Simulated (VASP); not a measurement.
Level of theory: PBE GGA with D3 dispersion (Becke-Johnson damping), VASP's PBE PAW potentials (set 64) (plane waves; VASP).

VASP input:

### POSCAR
```
Ir
1
    0.0000000000     1.9210046608     1.9210046608
    1.9210046608     0.0000000000     1.9210046608
    1.9210046608     1.9210046608    -0.0000000000
Ir
1
Direct
  0.0000000000   0.0000000000   0.0000000000
```

**INCAR**
```
GGA  =  PE   # PBE
LWAVE  =  .FALSE.
ALGO  =  Normal
SYSTEM  =  Ir
LCHARG  =  .FALSE.
LASPH  =  .TRUE.   # aspherical one-centre terms
SIGMA  =  0.05
EDIFF  =  1E-7
PREC  =  Accurate
LREAL  =  .FALSE.   # projection in real space or not
NELM  =  100   # most electronic steps
ISMEAR  =  0
LORBIT  =  11   # lm-projected
ENCUT  =  520
IVDW  =  12   # D3, Becke-Johnson
LMAXMIX  =  6
ICHARG  =  11   # fixed density
```

### KPOINTS
```
k-points along high-symmetry lines
15
Line-mode
Reciprocal
  0.000000   0.000000   0.000000 ! GAMMA
  0.500000   0.000000   0.500000 ! X

  0.500000   0.000000   0.500000 ! X
  0.625000   0.250000   0.625000 ! U

  0.375000   0.375000   0.750000 ! K
  0.000000   0.000000   0.000000 ! GAMMA

  0.000000   0.000000   0.000000 ! GAMMA
  0.500000   0.500000   0.500000 ! L

  0.500000   0.500000   0.500000 ! L
  0.500000   0.250000   0.750000 ! W

  0.500000   0.250000   0.750000 ! W
  0.500000   0.000000   0.500000 ! X
```

POTCAR, in this order: Ir (PBE.64 set). Program: vasp_std. Read from the step before: CHGCAR.

Task: What will the output report for the number of irreducible k-points (NKPTS), largest plane-wave count, number of space-group operations, FFT grid (NGX, NGY, NGZ)?

Result: 
The number of irreducible k-points (NKPTS) is 90, the largest plane-wave count comes out as 392 and the number of space-group operations is 48. The FFT grid (NGX, NGY, NGZ) is 20 × 20 × 20.

The compound is Ir in the fcc structure. It was relaxed first.
